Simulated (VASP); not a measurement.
# Ag(110), as cut: electronic structure

Wanted: what it costs to take an electron out of Ag(110), held as cut.

Method: PBE; plane waves and PAW (Ag), in VASP 6.6.1.

Most raw output is cut from this account.

**1. Starting point**

The cell holds 7 atoms: 7 Ag. Its edges and angles: a = 4.090 Å, b = 2.892 Å, c = 26.676 Å, α = 90.0°, β = 90.0°, γ = 90.0°. Vacuum lies along c.

Structure file:

```xyz
7
Lattice="4.0900 0.0000 0.0000 0.0000 2.8921 0.0000 0.0000 0.0000 26.6762" Properties=species:S:1:pos:R:3
Ag    0.0000    0.0000    9.0000
Ag    2.0450    1.4460   10.4460
Ag    0.0000    0.0000   11.8921
Ag    2.0450    1.4460   13.3381
Ag    0.0000    0.0000   14.7841
Ag    2.0450    1.4460   16.2302
Ag    0.0000    0.0000   17.6762
```

**2. Potential and states of the slab**

A static run writes the electrostatic potential without exchange and correlation (LVHAR), which is flat in the vacuum and gives the level to count from. The dipole correction cancels the field that unlike faces would set up across the vacuum.

File INCAR:

```
SYSTEM = Ag
PREC = Normal
ENCUT = 300
EDIFF = 1E-06
NELM = 120
ISMEAR = -1
SIGMA = 0.1
LREAL = .FALSE.
ALGO = Fast
GGA = PE
NBANDS = 58
LORBIT = 11
LWAVE = .FALSE.
LCHARG = .TRUE.
IDIPOL = 3
LDIPOL = .TRUE.
DIPOL = 0.5 0.5 0.5
LVHAR = .TRUE.
LVACPOTAV = .TRUE.
LELF = .TRUE.
NEDOS = 1500
```

File POSCAR:

```
Ag
1.0
    4.0900000000      0.0000000000      0.0000000000
    0.0000000000      2.8920667351      0.0000000000
    0.0000000000      0.0000000000     26.6762002052
Ag
7
Direct
    0.0000000000      0.0000000000      0.3373793843
    0.5000000000      0.5000000000      0.3915862562
    0.0000000000      0.0000000000      0.4457931281
    0.5000000000      0.5000000000      0.5000000000
    0.0000000000      0.0000000000      0.5542068719
    0.5000000000      0.5000000000      0.6084137438
    0.0000000000      0.0000000000      0.6626206157
```

File KPOINTS:

```
Automatic mesh
0
Gamma
12 18 1
0 0 0
```

File KPOINTS_OPT:

```
Line mode
14
Line-mode
Reciprocal
  0.00000000   0.00000000   0.00000000 GAMMA
 -0.50000000   0.00000000   0.00000000 X

 -0.50000000   0.00000000   0.00000000 X
 -0.50000000  -0.50000000   0.00000000 S

 -0.50000000  -0.50000000   0.00000000 S
  0.00000000  -0.50000000   0.00000000 Y

  0.00000000  -0.50000000   0.00000000 Y
  0.00000000   0.00000000   0.00000000 GAMMA

  0.00000000   0.00000000   0.00000000 GAMMA
 -0.50000000  -0.50000000   0.00000000 S
```

Potentials, in the order of the species: Ag (PBE family, release 64).

Command:

```sh
$ mpirun -np 2 vasp_std
```

It took 3.2 min on 2 MPI ranks of AMD EPYC 9R45, shared host; peak memory 0.83 GiB; 6.5 min of CPU time.

This run has no spin polarisation. Its electron count is odd, so without a moment it is a metal by construction.

This step gave:

| Item | Value |
| --- | --- |
| electronic cycles | 22 |
| electrons | 77 |
| free energy (TOTEN) | -17.78 eV |
| energy at zero smearing | -17.75 eV |
| Fermi energy | 0.6438 eV |
| labelled metallic, from the levels on this mesh | yes |
| DOS at the Fermi level | 2.055 states/eV/cell |
| dipole moment | 0, 0, 0 e·Å |
| vacuum levels | 4.768, 4.768 eV |
| work functions of the upper and lower face | 4.124, 4.124 eV |

The electronic bands at the labelled points (eV, zero at the Fermi level; # counts the bands kept):

```tsv
point	#36	#37	#38	#39	#40	#41	#42	#43
Γ	-2.91	-2.80	-2.79	-1.38	0.42	2.24	2.32	3.74
0.46 of the way	-2.96	-2.90	-2.83	-1.13	-0.23	0.77	1.13	2.49
X	-2.97	-2.94	-2.59	-2.15	-1.52	-0.71	0.09	1.05
0.46 of the way	-2.03	-1.88	-1.16	-0.80	0.05	0.78	1.96	2.14
S	0.22	0.29	1.71	1.93	3.52	3.65	3.67	3.92
0.54 of the way	-0.18	-0.16	0.77	0.77	1.94	2.05	2.87	4.52
Y	-0.37	-0.37	0.20	0.26	0.99	1.30	1.81	4.12
0.54 of the way	-2.84	-2.83	-2.47	-0.60	1.40	3.33	4.35	4.68
Γ	-2.91	-2.80	-2.79	-1.38	0.42	2.24	2.32	3.74
0.46 of the way	-2.98	-2.86	-1.75	0.02	1.39	1.98	2.44	3.75
S	0.22	0.29	1.71	1.93	3.52	3.65	3.67	3.92
```

The density of states has structure finer than the step of the table below, so its rows give means over 1 eV, whole bins alone (the curve runs from -8.40 to 7.93 eV). Peaks (eV: height): total -3.2: 25.8; Ag s -6.0: 1.17, -1.2: 0.409, 4.7: 0.639, 7.3: 0.632; Ag p -4.4: 0.462, 2.2: 0.763, 6.3: 0.703, 7.1: 0.707; Ag d -3.2: 24.5.

Means over bins of 0.067 eV. The density of states by energy, zero at the Fermi level; means over each step; values in states/eV/cell:

```tsv
energy (eV)	total	Ag s	Ag p	Ag d
-7	0.573	0.248	0.0194	0.0830
-6	11.7	0.921	0.228	8.60
-5	19.9	0.441	0.375	16.9
-4	23.2	0.279	0.359	20.8
-3	17.6	0.216	0.149	16.4
-2	1.58	0.278	0.165	0.735
-1	1.85	0.374	0.289	0.550
0	1.92	0.334	0.417	0.413
1	2.29	0.352	0.543	0.398
2	2.51	0.317	0.677	0.362
3	2.09	0.211	0.589	0.291
4	2.53	0.370	0.487	0.336
5	4.20	0.593	0.570	0.435
6	4.38	0.483	0.619	0.403
7	4.94	0.549	0.609	0.424
```

The planar average of the electrostatic potential oscillates, so the rows of the table below give means over windows of 1.45 Å about each position, cut where the curve ends. Its maxima inside the range that stand out by 2 % of the span (Å: eV): 9.7: -6.38, 11.1: -6.58, 12.6: -6.58, 14.1: -6.58, 15.6: -6.58, 17.0: -6.38. Its minima: 9.0: -9.76, 10.4: -10.3, 11.9: -10.3, 13.3: -10.3, 14.8: -10.3, 16.2: -10.3, 17.7: -9.76.

Zero at the Fermi level. Table of planar average of the electrostatic potential by height; means over each step:

height (Å), planar average of the electrostatic potential (eV) and a bar from the least value:
```
     0.72        4.1 ##############################
     2.17        4.1 ##############################
     3.62        4.1 ##############################
     5.07        4.1 ##############################
     6.52        4.0 ##############################
     7.97        0.4 #####################
     9.42       -8.1 #
    10.87       -8.4 
    12.32       -8.4 
    13.77       -8.4 
    15.22       -8.4 
    16.67       -8.3 
    18.12       -4.6 #########
    19.57        3.8 #############################
    21.02        4.1 ##############################
    22.47        4.1 ##############################
    23.92        4.1 ##############################
    25.37        4.1 ##############################
```

Density of states in the PAW spheres, an atom over height of the layer and energy from the Fermi level.

Values in states/eV, 22 rows by 7 columns, each cell a mean:
```
0.16 0.17 0.15 0.16 0.15 0.17 0.16
0.17 0.17 0.18 0.17 0.18 0.17 0.17
0.15 0.15 0.17 0.16 0.17 0.15 0.15
0.17 0.15 0.18 0.14 0.18 0.15 0.17
0.18 0.16 0.21 0.17 0.21 0.16 0.18
0.14 0.15 0.16 0.15 0.16 0.15 0.14
0.14 0.16 0.14 0.15 0.14 0.16 0.14
0.23 0.24 0.22 0.25 0.22 0.24 0.23
1.39 1.32 1.30 1.24 1.30 1.32 1.39
3.75 3.19 2.84 2.93 2.84 3.19 3.75
4.39 2.71 2.76 2.71 2.76 2.71 4.39
4.15 2.62 2.78 2.40 2.78 2.62 4.15
3.54 2.75 2.83 2.69 2.83 2.75 3.54
2.81 3.20 2.86 3.38 2.86 3.20 2.81
1.95 2.95 2.20 2.33 2.20 2.95 1.95
1.12 2.53 2.40 2.17 2.40 2.53 1.12
0.58 1.96 2.66 2.64 2.66 1.96 0.58
0.18 0.69 1.18 1.35 1.18 0.69 0.18
0.03 0.10 0.16 0.18 0.16 0.10 0.03
0.01 0.03 0.06 0.07 0.06 0.03 0.01
0.00 0.01 0.03 0.03 0.03 0.01 0.00
0.00 0.00 0.00 0.00 0.00 0.00 0.00
```
Columns: height of the layer (Å) from 9 to 17.7; rows upwards: energy from the Fermi level (eV) from -7.9 to 0.5.

Force by atom:

```tsv
atom	x (eV/Å)	y (eV/Å)	z (eV/Å)	size
Ag1	0.000	0.000	0.056	0.056
Ag2	0.000	0.000	-0.323	0.323
Ag3	0.000	0.000	-0.028	0.028
Ag4	0.000	0.000	0.000	0.000
Ag5	0.000	0.000	0.028	0.028
Ag6	0.000	0.000	0.323	0.323
Ag7	0.000	0.000	-0.056	0.056
```

ELF in the ca plane at fractional y = 0.000, with atoms of Ag within 0.2 Å of it. It is the smooth field of the valence electrons, not physical close to the nuclei.

Ten even steps from '0' (0.00) to '9' (0.40), each cell a mean:
```
22356100464451004545510145455101553222100000
12346534654455346544653464446534643213200000
11234566544445654454456544445565532218100000
21123344444444444444444444444444321132000000
32112334444444444444444444444433211142000000
53012234444444444444444444444433211190000000
81123344444444444444444444444443321112000000
11234455444444544455445444444554432111000000
11245656644456566444565654446656643213000000
12356311564463115545621255456212553229000000
32355000364550003645500045455000464231000000
```
Columns run along c (16.0 Å, from fractional 0.25 to 0.85 of the cell), rows up along a (4.1 Å). Atoms in or near the plane, at fractional coordinates: Ag at (0.34, 0.00), Ag at (0.45, 0.00), Ag at (0.55, 0.00), Ag at (0.66, 0.00).

Valence density in the ca plane at fractional y = 0.000, with atoms of Ag within 0.2 Å of it. It is the smooth field of the valence electrons, not physical close to the nuclei.

Ten steps, logarithmic in the rise over the least value, from '0' (0.0 e/Å³) to '9' (6.6 e/Å³), each cell a mean:
```
00125899853358998533589985335899852100000000
00013677642246776422467764224677631000000000
00012344332233443322334433223344321000000000
00001122222222222222222222222222110000000000
00000111222222222222222222222211100000000000
00000011222222112222221122222211000000000000
00000112222222222222222222222221100000000000
00001233322223333222233332222333210000000000
00013466532235665322356653223566421000000000
00024788743347887433478874335788742000000000
00125899853358998533589985335899852100000000
```
Columns run along c (16.0 Å, from fractional 0.25 to 0.85 of the cell), rows up along a (4.1 Å). Atoms in or near the plane, at fractional coordinates: Ag at (0.34, 0.00), Ag at (0.45, 0.00), Ag at (0.55, 0.00), Ag at (0.66, 0.00).

Electrostatic potential energy in the ca plane at fractional y = 0.000, with atoms of Ag within 0.2 Å of it. With pseudopotentials it is smooth inside the atoms' cores, unlike the true potential.

Values in eV, 6 rows by 16 columns, each cell a mean:
```
  4  -9 -50 -12 -13 -50  -8 -17 -49  -5 -22 -46  -2   4   5   5
  5   2  -6   1   1  -6   2   0  -5   2   0  -5   3   5   5   5
  5   5   4   2   2   4   2   2   4   2   3   4   5   5   5   5
  5   4   3   2   2   3   2   2   3   2   3   3   4   5   5   5
  4   0 -16  -1  -1 -16   0  -3 -16   1  -4 -14   2   5   5   5
  4 -12 -58 -16 -17 -58 -12 -22 -56  -8 -28 -54  -4   4   5   5
```
Columns run along c (16.0 Å, from fractional 0.25 to 0.85 of the cell; values clipped at the 3rd and 97th percentile), rows up along a (4.1 Å). Atoms in or near the plane, at fractional coordinates: Ag at (0.34, 0.00), Ag at (0.45, 0.00), Ag at (0.55, 0.00), Ag at (0.66, 0.00).

Only the dipole across the slab is computed (IDIPOL = 3); zeros along the plane are no results.

The map of layer states is cut here 0.5 eV above the Fermi level, so it leaves out the states above that.

The vacuum level lies 4.12 eV above the Fermi level at the upper face; both faces agree, as the slab has next to no dipole.

The program found no field-free point at its default tolerance, but its printed level agrees with the flat part of the planar average.

On this mesh the fine structure of the density of states is sampling noise, and high empty states may be cut by the number of bands.

**3. The slab in a field, field -0.05**

A field across the slab, with the atoms held, gives the electronic response: the dipole changes linearly with the field, and the energy has a linear term from the slab's own dipole and a quadratic one from its polarisability.

File INCAR:

```
SYSTEM = Ag
PREC = Normal
ENCUT = 300
EDIFF = 1E-06
NELM = 120
ISMEAR = -1
SIGMA = 0.1
LREAL = .FALSE.
ALGO = Fast
GGA = PE
NBANDS = 47
LORBIT = 11
LWAVE = .FALSE.
LCHARG = .FALSE.
KPAR = 2
IDIPOL = 3
LDIPOL = .TRUE.
DIPOL = 0.5 0.5 0.5
EFIELD = -0.05
LVHAR = .TRUE.
```

POSCAR is that of step 2.

KPOINTS is that of step 2.

Command:

```sh
$ mpirun -np 2 vasp_std
```

Wall time 1.9 min (2 MPI ranks); peak memory 0.74 GiB.

Numbers from this step:

* electronic cycles: 25
* Fermi energy: 0.6436 eV
* dipole moment: 0, 0, -0.03769 e·Å

The planar average of the electrostatic potential oscillates, so the rows of the table below give means over windows of 1.45 Å about each position, cut where the curve ends. Its maxima inside the range that stand out by 2 % of the span (Å: eV): 9.7: -6.38, 11.1: -6.58, 12.6: -6.58, 14.1: -6.58, 15.6: -6.59, 17.0: -6.38. Its minima: 9.0: -9.76, 10.4: -10.3, 11.9: -10.3, 13.3: -10.3, 14.8: -10.3, 16.2: -10.3, 17.7: -9.76.

Zero at the Fermi level. Table of planar average of the electrostatic potential by height; means over each step:

```tsv
height (Å)	planar average of the electrostatic potential (eV)
0.72	3.83
2.17	3.86
3.62	3.93
5.07	4.00
6.52	3.99
7.97	0.381
9.42	-8.07
10.87	-8.41
12.32	-8.43
13.77	-8.43
15.22	-8.43
16.67	-8.30
18.12	-4.63
19.57	3.81
21.02	4.21
22.47	4.29
23.92	4.37
25.37	4.44
```

Force by atom:

```tsv
atom	x (eV/Å)	y (eV/Å)	z (eV/Å)	size
Ag1	0.000	0.000	0.056	0.056
Ag2	0.000	0.000	-0.324	0.324
Ag3	0.000	0.000	-0.027	0.027
Ag4	0.000	0.000	-0.001	0.001
Ag5	0.000	0.000	0.030	0.030
Ag6	0.000	0.000	0.322	0.322
Ag7	0.000	0.000	-0.056	0.056
```

VASP counts the dipole in electrons times Å, so a positive number points the physical dipole along −c. A positive EFIELD is likewise a physical field along −c.

Energy at zero smearing: -17.74723 eV.

**4. The slab in a field, field 0.05**

Edit INCAR of step 3 so:

```diff
@@ -18,3 +18,3 @@
 DIPOL = 0.5 0.5 0.5
-EFIELD = -0.05
+EFIELD = 0.05
 LVHAR = .TRUE.
```

POSCAR is that of step 3.

KPOINTS is that of step 3.

Command:

```sh
$ mpirun -np 2 vasp_std
```

Elapsed: 1.9 min, on 2 MPI ranks; peak memory 0.73 GiB.

Numbers from this step:

```
dipole moment : 0, 0, 0.03769 e·Å
```

The planar average of the electrostatic potential oscillates, so the rows of the table below give means over windows of 1.45 Å about each position, cut where the curve ends. Its maxima inside the range that stand out by 2 % of the span (Å: eV): 0.4: 4.48, 9.7: -6.38, 11.1: -6.59, 12.6: -6.58, 14.1: -6.58, 15.6: -6.58, 17.0: -6.38. Its minima: 9.0: -9.76, 10.4: -10.3, 11.9: -10.3, 13.3: -10.3, 14.8: -10.3, 16.2: -10.3, 17.7: -9.76.

Zero at the Fermi level. Table of planar average of the electrostatic potential by height; means over each step:

height (Å), planar average of the electrostatic potential (eV) and a bar from the least value:
```
     0.72        4.4 ##############################
     2.17        4.4 ##############################
     3.62        4.3 ##############################
     5.07        4.2 ##############################
     6.52        4.1 #############################
     7.97        0.4 #####################
     9.42       -8.1 #
    10.87       -8.4 
    12.32       -8.4 
    13.77       -8.4 
    15.22       -8.4 
    16.67       -8.3 
    18.12       -4.6 #########
    19.57        3.7 ############################
    21.02        4.0 #############################
    22.47        4.0 #############################
    23.92        3.9 #############################
    25.37        3.8 #############################
```

Force by atom:

```tsv
atom	x (eV/Å)	y (eV/Å)	z (eV/Å)	size
Ag1	0.000	0.000	0.056	0.056
Ag2	0.000	0.000	-0.322	0.322
Ag3	0.000	0.000	-0.030	0.030
Ag4	0.000	0.000	0.001	0.001
Ag5	0.000	0.000	0.027	0.027
Ag6	0.000	0.000	0.324	0.324
Ag7	0.000	0.000	-0.056	0.056
```

Energy at zero smearing: -17.74723 eV.

**5. The slab in a field, field 0.1**

Edit INCAR of step 4 so:

```diff
@@ -18,3 +18,3 @@
 DIPOL = 0.5 0.5 0.5
-EFIELD = 0.05
+EFIELD = 0.1
 LVHAR = .TRUE.
```

POSCAR is that of step 4.

KPOINTS is that of step 4.

Command:

```sh
$ mpirun -np 2 vasp_std
```

The job ended after 1.9 min (2 MPI ranks; peak memory 0.73 GiB).

The planar average of the electrostatic potential oscillates, so the rows of the table below give means over windows of 1.45 Å about each position, cut where the curve ends. Its maxima inside the range that stand out by 2 % of the span (Å: eV): 0.4: 4.84, 9.7: -6.38, 11.1: -6.59, 12.6: -6.58, 14.1: -6.58, 15.6: -6.58, 17.0: -6.38, 20.2: 3.97. Its minima: 9.0: -9.76, 10.4: -10.3, 11.9: -10.3, 13.3: -10.3, 14.8: -10.3, 16.2: -10.3, 17.7: -9.76, 26.2: 3.42.

Zero at the Fermi level. Planar average of the electrostatic potential against height; means over each step:

```tsv
height (Å)	planar average of the electrostatic potential (eV)
0.72	4.73
2.17	4.67
3.62	4.52
5.07	4.38
6.52	4.16
7.97	0.402
9.42	-8.07
10.87	-8.41
12.32	-8.43
13.77	-8.43
15.22	-8.43
16.67	-8.30
18.12	-4.63
19.57	3.72
21.02	3.92
22.47	3.79
23.92	3.65
25.37	3.50
```

Energy at zero smearing: -17.75006 eV.

**6. Comparing the runs**

**7. Derived quantities**

This step: slab, PBE; plane waves and PAW (VASP 6.6.1).

No new run; the numbers come from the runs before.

Numbers from this step:

| Property | Result |
| --- | --- |
| polarisability per area of the slab or monolayer | 0.9178 Å |

VASP counts both for electrons: a positive EFIELD is a field along -c, and a positive dipole, in electrons times A, points along -c. Field, by row:

```tsv
EFIELD (eV/Å)	dipole along z (e Å)	energy change (eV)
-0.05	-0.03769	-9.42e-4
0	0	0
0.05	0.03769	-9.42e-4
0.1	0.0754	-0.00377
```

The polarisability is the slope of the dipole against the field, as a volume for each unit of area.

**8. Slab, bad settings**

This step: PBE; plane waves and PAW (Ag) (VASP 6.6.1).

As a lesson, the run is repeated with a fault in its input.

Edit INCAR of step 5 so:

```diff
@@ -4,3 +4,3 @@
 EDIFF = 1E-06
-NELM = 120
+NELM = 56
 ISMEAR = -1
@@ -18,3 +18,4 @@
 DIPOL = 0.5 0.5 0.5
-EFIELD = 0.1
 LVHAR = .TRUE.
+LVACPOTAV = .TRUE.
+ICHARG = 12
```

POSCAR is that of step 5.

KPOINTS is that of step 5.

Command:

```sh
$ mpirun -np 2 vasp_std
```

It took 48 s on 2 MPI ranks; peak memory 0.71 GiB; 95 s of CPU time.

The fault in the input: density file missing or never updated. The run ended without an error; the comparison shows what it cost.

Against the run that it repeats, NBANDS also differs.

The two runs compared:

```tsv
quantity	this run	the run it repeats	difference
energy at zero smearing (eV)	-19.260	-17.746	-1.51
free energy (TOTEN) (eV)	-19.296	-17.780	-1.52
Fermi energy (eV)	0.5164	0.6438	-0.127
electronic cycles	9	22	-13
```

The two runs differ clearly in the energy at zero smearing: -19.3 eV against -17.7 eV.

The total energy moves by -216.3 meV an atom.

**9. Results**

```
work function of the slab                        : 4.12 eV
polarisability per area of the slab or monolayer : 0.918 Å
```

The work function is 4.12 eV at both faces. No atom was relaxed. The cell in the plane was kept as given and was not relaxed here.

[Lines on the potential files, build, host, timing and source positions are cut from VASP's logs without a mark.]

[Logs are printed without paths, hosts, clocks, repeated set-up lines and the standing remarks that a program may print on its own settings, such as how far it seeks lower states.]

[Hosts, paths, dates, database ids (printed as entryN), source tags and the programs' standing remarks are cut or masked in the printed files.]

[In band tables of VASP the shares of atoms and orbitals are scaled to a sum of 1 inside the atoms' spheres.]

[Runs that stopped without an error message from VASP are left out.]
